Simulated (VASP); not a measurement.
Data:

```xyz
4
Lattice="4.9788 0.0000 0.0000 0.0000 4.9788 0.0000 0.0000 0.0000 4.2797" Properties=species:S:1:pos:R:3 pbc="T T T"
Zn     2.4894     0.0000     0.3623
Zn     0.0000     2.4894     3.9174
Se     0.0000     0.0000     0.0000
Se     2.4894     2.4894     0.0000
```

Level of theory: r2SCAN meta-GGA, VASP's PBE PAW potentials (set 64) (plane waves; VASP). Numerical set-up: 400 eV cut-off, 7×7×8 Γ-centred mesh, tetrahedra with Blöchl corrections, potentials Zn Se.

Problem. Give the energies of bands 12 to 21 at the high-symmetry points, in eV from the Fermi level.

Solution. 
```
band      Γ      X      M      Z      R      A
----  -----  -----  -----  -----  -----  -----
12    -6.54  -7.14  -7.16  -6.53  -7.12  -7.13
13    -4.66  -4.05  -5.93  -4.47  -3.80  -5.65
14    -4.66  -4.05  -5.93  -4.47  -3.80  -5.65
15    -2.43  -3.28  -0.90  -3.90  -3.12  -2.08
16    -1.50  -3.28  -0.90  -1.39  -3.12  -2.08
17    -1.50  -1.12   0.40  -1.39  -2.47   0.48
18    -0.94  -1.12   0.40  -1.20  -2.47   0.48
19    -0.22   3.31   4.00  -0.60   3.13   1.39
20     0.42   3.31   4.00   1.41   3.13   1.39
21     4.41   5.16   5.04   4.13   4.41   5.92
```

It has no gap at this level: it comes out as a metal or semimetal.

The structure was generated: ZnSe was put into the litharge type (P4/nmm), which need not be its known phase. It was relaxed first, which changed the volume by +15 %.
